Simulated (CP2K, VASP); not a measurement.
This is a calculation of HfRu3 for VASP 6.6.1. The cell comes from a database or a generator and needn't be the stable form of this composition.

Contents of INCAR:

```
  ALGO = Normal
  EDIFF = 1E-7
  ENCUT = 520
  ISIF = 2
  ISMEAR = 0
  LASPH = T
  LCHARG = T
  LELF = T
  LREAL = F
  LVHAR = T
  LWAVE = F
  NBANDS = 34
  NELM = 80
  PREC = Accurate
  SIGMA = 0.05
```

KPOINTS

```
k-points
0
Gamma
  7 7 7
```

File POSCAR:

```
HfRu3
1.0
    3.9557730000      0.0000000000      0.0000000000
    0.0000000000      3.9557730000      0.0000000000
    0.0000000000      0.0000000000      3.9557730000
Hf Ru
1 3
Cartesian
    0.0000000000      0.0000000000      0.0000000000
    0.0000000000      1.9778865000      1.9778865000
    1.9778865000      0.0000000000      1.9778865000
    1.9778865000      1.9778865000      0.0000000000
```

Potentials or basis: VASP PAW LDA potentials, release 54 (Hf_pv, Ru_pv).

Command:

```bash
$ cat potpaw_LDA.54/Hf_pv/POTCAR potpaw_LDA.54/Ru_pv/POTCAR > POTCAR
$ mpirun -np 1 vasp_std > vasp.out
```

Q: What does the same run look like in CP2K 2026.2? Potentials or basis there: GTH_POTENTIALS Hf GTH-PADE-q12, Ru GTH-PADE-q16; TZVP-MOLOPT-PBE-GTH basis.

A: As run (cutoffs and basis follow the program's own potentials, and thresholds, step limits or extra output files can differ):

The input hfru3_scf.inp:

```
&GLOBAL
  PROJECT hfru3_scf
  RUN_TYPE ENERGY_FORCE
  PRINT_LEVEL LOW
&END GLOBAL
&FORCE_EVAL
  METHOD QS
  STRESS_TENSOR ANALYTICAL
  &DFT
    BASIS_SET_FILE_NAME BASIS_MOLOPT_UZH
    POTENTIAL_FILE_NAME GTH_POTENTIALS
    &MGRID
      CUTOFF 450
      REL_CUTOFF 60
      NGRIDS 5
    &END MGRID
    &QS
      METHOD GPW
      EPS_DEFAULT 1.0E-10
    &END QS
    &KPOINTS
      SCHEME MONKHORST-PACK 7 7 7
      GAMMA_CENTERED T
      SYMMETRY T
      SYMMETRY_BACKEND SPGLIB
    &END KPOINTS
    &SCF
      SCF_GUESS ATOMIC
      EPS_SCF 1.0E-6
      MAX_SCF 100
      ADDED_MOS 26
      CHOLESKY OFF
      EPS_EIGVAL 1.0E-7
      &DIAGONALIZATION ON
        ALGORITHM STANDARD
      &END DIAGONALIZATION
      &MIXING ON
        METHOD BROYDEN_MIXING
        ALPHA 0.4
        BETA 1.5
        NBUFFER 8
      &END MIXING
      &SMEAR ON
        METHOD GAUSSIAN
        SIGMA [eV] 0.05
      &END SMEAR
    &END SCF
    &XC
      &XC_FUNCTIONAL
        &LDA_X
        &END LDA_X
        &LDA_C_PW
        &END LDA_C_PW
      &END XC_FUNCTIONAL
    &END XC
    &PRINT
      &KPOINTS ON
      &END KPOINTS
      &MULLIKEN ON
      &END MULLIKEN
      &MO ON
        ENERGIES T
        OCCUPATION_NUMBERS T
        &EACH
          QS_SCF 0
        &END EACH
        ADD_LAST NUMERIC
      &END MO
    &END PRINT
  &END DFT
  &SUBSYS
    &CELL
      A 3.9557730000 0.0000000000 0.0000000000
      B 0.0000000000 3.9557730000 0.0000000000
      C 0.0000000000 0.0000000000 3.9557730000
      PERIODIC XYZ
    &END CELL
    &COORD
      SCALED
      Hf  0.0000000000 0.0000000000 0.0000000000
      Ru  0.0000000000 0.5000000000 0.5000000000
      Ru  0.5000000000 0.0000000000 0.5000000000
      Ru  0.5000000000 0.5000000000 0.0000000000
    &END COORD
    &KIND Hf
      BASIS_SET TZVP-MOLOPT-PBE-GTH-q12
      POTENTIAL GTH-PADE-q12
    &END KIND
    &KIND Ru
      BASIS_SET TZVP-MOLOPT-PBE-GTH-q16
      POTENTIAL GTH-PADE-q16
    &END KIND
    &PRINT
      &ATOMIC_COORDINATES ON
      &END ATOMIC_COORDINATES
      &CELL ON
      &END CELL
    &END PRINT
  &END SUBSYS
  &PRINT
    &FORCES ON
    &END FORCES
    &STRESS_TENSOR ON
    &END STRESS_TENSOR
  &END PRINT
&END FORCE_EVAL
```

Potentials or basis: GTH_POTENTIALS Hf GTH-PADE-q12, Ru GTH-PADE-q16; TZVP-MOLOPT-PBE-GTH basis.

Launch:

```bash
$ OMP_NUM_THREADS=1 cp2k.psmp -i hfru3_scf.inp -o hfru3_scf.out
```

Both were run:

|  | VASP | CP2K |
| --- | --- | --- |
| Pressure | -15.1 GPa | -14.3 GPa |

The potentials hold 52 and 60 valence electrons a cell.

The two programs' LDA may be different fits to the electron gas.

The cell lies far from this level's equilibrium.

Pressure is positive in compression.
